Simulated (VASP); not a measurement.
Here is the system:

```yaml
crystal:
  lattice:
    - [0.00000, 2.44000, 2.44000]
    - [2.44000, 0.00000, 2.44000]
    - [2.44000, 2.44000, 0.00000]
  atoms:
    - { symbol: Y, position: [0.00000, 0.00000, 0.00000] }
    - { symbol: N, position: [0.50000, 0.50000, 0.50000] }
```

Calculation: PBEsol GGA, VASP's PBE PAW potentials (set 64) (plane waves; VASP 6.6.1). Numerical set-up: 400 eV cut-off, 9×9×9 Γ-centred mesh, Fermi-Dirac smearing of 0.010 eV, potentials Y_sv N.

Task: Give the energies of bands 6 to 11 at the high-symmetry points, in eV from the valence-band maximum.

Result: 
```csv
band,Γ,X,U,L,W
6,0.00,-1.50,-2.23,-4.15,-2.19
7,0.00,-0.38,-1.60,-2.28,-1.56
8,0.00,-0.38,-1.32,-2.28,-1.56
9,3.10,0.10,2.41,5.72,3.98
10,3.10,6.90,6.28,6.41,3.98
11,3.10,7.28,7.09,6.41,7.37
```

The gap is indirect, 0.10 eV, from the valence maximum at Γ to the conduction minimum at X.

The structure is a typed YN crystal (Fm-3m). The cell was not relaxed at this level.
